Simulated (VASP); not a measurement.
**MoS2 (space group P6_3/mmc): computed properties**

Level of theory: PBE GGA with D3 dispersion (Becke-Johnson damping), VASP's PBE PAW potentials (set 64) (plane waves; VASP).

For MoS2, the space group is P6_3/mmc (194) and the cell is a = b = 3.1456 Å, c = 12.0616 Å, α = β = 90.00°, γ = 120.00°. The volume per atom is 17.23 Å³/atom and the band gap (over mesh and band path) comes out as 0.78 eV. The smallest direct gap (over mesh and band path) comes out as 1.71 eV, the band-edge character without spin-orbit coupling comes out as indirect, Γ to K-Γ at 0.44 and the band gap with spin-orbit coupling is 0.78 eV. The density is 5.14 g/cm³ and the mean ε∞ (independent particles) comes out as 14.39.

```yaml
crystal:
  lattice:
    - [3.14562, 0.00000, 0.00000]
    - [-1.57281, 2.72419, 0.00000]
    - [0.00000, 0.00000, 12.06155]
  atoms:
    - { symbol: Mo, position: [0.33333, 0.66667, 0.25000] }
    - { symbol: Mo, position: [0.66667, 0.33333, 0.75000] }
    - { symbol: S, position: [0.33333, 0.66667, 0.62022] }
    - { symbol: S, position: [0.66667, 0.33333, 0.12022] }
    - { symbol: S, position: [0.33333, 0.66667, 0.87978] }
    - { symbol: S, position: [0.66667, 0.33333, 0.37978] }
```

The path is coarsely sampled, so an indirect gap can come out somewhat too large.

The structure comes from a measured MoS2 entry (P6_3/mmc) of the Crystallography Open Database, whose conditions weren't checked. It was relaxed first. Symmetry was kept, so distortions that lower it aren't found.
